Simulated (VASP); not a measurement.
Input for VASP

**INCAR**
```
ALGO = Normal
EDIFF = 1E-6
EDIFFG = -0.02
ENCUT = 500
IBRION = 2
ISIF = 3
ISMEAR = 1
ISPIN = 2
LASPH = .True.
LCHARG = .False.
LMAXMIX = 4
LMIXTAU = .True.
LORBIT = 10
LREAL = .False.
LWAVE = .False.
MAGMOM = 2.7
METAGGA = R2SCAN
NELM = 100
NSW = 40
PREC = Accurate
PSTRESS = 50
SIGMA = 0.1
SYSTEM = Fe
```

### KPOINTS
```
Automatic mesh
0
Gamma
18 18 18
0 0 0
```

**POSCAR**
```
Fe
1
   -1.4303639293     1.4303639293     1.4303639293
    1.4303639293    -1.4303639293     1.4303639293
    1.4303639293     1.4303639293    -1.4303639293
Fe
1
Direct
  0.0000000000   0.0000000000   0.0000000000
```

POTCAR, in this order: Fe (PBE.64 set). Program: vasp_std.

Translate this r2SCAN calculation to Ansatz.

One equivalent input (not run):
Ansatz 0.2 input:
```yaml
crystal:
  lattice:
    - [-1.4303639, 1.4303639, 1.4303639]
    - [1.4303639, -1.4303639, 1.4303639]
    - [1.4303639, 1.4303639, -1.4303639]
  atoms:
    - { symbol: Fe, position: [0.0000000, 0.0000000, 0.0000000], spin: 2.7 }
kpoints:
  mp_grid: { grid: [18, 18, 18] }
hamiltonian:
  xc: r2scan
  pseudopotentials: { kind: paw }
magnetization: { spin_polarized: true }
scf:
  occupations: { method: methfessel_paxton, width: 0.1 }
  max_iter: 100
relax:
  max_steps: 40
  f_tol: 0.02
  cell: { p_target: 5 }
output: { forces: true, stress: true, eigenvalues: true }
```
Limits of the translation: each code has its own PAW files, so the cut-off isn't converted (ENCUT is set for VASP's; basis.ecutwfc is left out, and Ansatz then takes the one that its files recommend); Ansatz stops its SCF on the density residual and VASP on the energy change (EDIFF).

The compound is Fe in the bcc structure. This run relaxes it under an external pressure of 5 GPa. Symmetry was kept, so distortions that lower it aren't found.
